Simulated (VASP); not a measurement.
Input of a VASP 6.6.1 run:

File INCAR:

```
PREC = Accurate
ENCUT = 520
EDIFF = 1E-7
ISMEAR = 0
SIGMA = 0.02
LREAL = False
LASPH = True
NELM = 100
ALGO = Normal
ISIF = 3
LWAVE = False
LCHARG = False
GGA = PS
IBRION = 2
NSW = 80
EDIFFG = -0.002
KPAR = 4
```

File KPOINTS:

```
regular mesh
0
Gamma
  8 8 8
```

POSCAR

```
Sn
1.0
    0.0000000000      3.2333428000      3.2333428000
    3.2333428000      0.0000000000      3.2333428000
    3.2333428000      3.2333428000      0.0000000000
Sn
2
Direct
    0.0000000000      0.0000000000      0.0000000000
    0.2500000000      0.2500000000      0.2500000000
```

Potentials or basis: VASP PAW PBE potentials, release 64 (Sn_d).

Run with:

```bash
$ cat potpaw_PBE.64/Sn_d/POTCAR > POTCAR
$ mpirun -np 4 vasp_std > vasp.out
```

(1) Estimate the band gap on the k mesh.

(2) Estimate the space group after relaxing (to 0.05 Å).

(3) Estimate the relaxed volume.

(4) Estimate the relaxed cell.

## Answers

(1) none (metal or under the smearing width).

(2) Fd-3m (No. 227).

(3) 34.89 Å³/atom.

(4) a = 4.621 Å, b = 4.621 Å, c = 4.621 Å, α = 60.00°, β = 60.00°, γ = 60.00°.

Caveat: the PAW data sets were made with another functional, which shifts forces and pressure a little.
